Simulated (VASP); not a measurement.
Given:

```xyz
2
Lattice="3.5368 -1.8949 -0.0533 3.5368 1.8949 -0.0533 2.5689 0.0000 3.0828" Properties=species:S:1:pos:R:3 pbc="T T T"
As     2.2229     0.0000     0.6861
As     7.4196     0.0000     2.2901
```

Computed with PBE GGA with D4 dispersion, VASP's PBE PAW potentials (set 64) (plane waves; VASP 6.6.1). Numerical set-up: 520 eV cut-off, 13×13×13 Γ-centred mesh, tetrahedra with Blöchl corrections, potentials As.

Tabulate the total density of states (states/eV per cell) against energy (eV; zero at the valence-band maximum or, without a gap, the Fermi level).

(E (eV), DOS (states/eV)): (-9.98, 1.04); (-9.38, 0.57); (-8.90, 0.39); (-8.30, 0.25); (-7.70, 0.15); (-7.22, 0.10); (-6.62, 0.06); (-6.02, 0.79); (-5.54, 0.68); (-4.94, 0.85); (-4.34, 1.24); (-3.86, 1.29); (-3.26, 1.29); (-2.66, 1.32); (-2.18, 1.38); (-1.58, 0.97); (-0.98, 0.72); (-0.50, 0.43); (0.10, 0.03); (0.70, 1.13); (1.18, 1.40); (1.78, 1.24); (2.38, 1.59); (2.86, 0.91); (3.46, 1.08)
Within 2 eV below the Fermi level the largest weight inside VASP's projection spheres is As p, then As s.

The compound is As in the a7 structure. It was relaxed first.
